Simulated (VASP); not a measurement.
Energy against volume of SrTiO₃ (cubic perovskite). Level of theory: optB88-vdW, VASP's PBE PAW potentials (set 64) (plane waves; VASP 6.6.1). Run with 520 eV cut-off, 6×6×6 Γ-centred mesh, Gaussian smearing of 0.050 eV, potentials Sr_sv Ti_sv O.

```tsv
V (Å³/atom)	E (eV/atom)
11.739	-6.17153
12.102	-6.17847
12.465	-6.17320
12.828	-6.15753
```

Problem. Fit these four points and predict the energy of the run at 11.376 Å³/atom.

Solution. A cubic in V^(−2/3), the third-order Birch-Murnaghan form, passes through the four points with V0 = 12.12 Å³/atom and B0 = 178 GPa, and gives -6.1502 eV/atom there. The run gave -6.1502 eV/atom, -0.0 meV/atom from the fit; all five points give B0 = 178 GPa.

The compound is SrTiO3 in the cubic perovskite structure, the ideal cubic form; the compound distorts at low or room temperature. It was relaxed first.
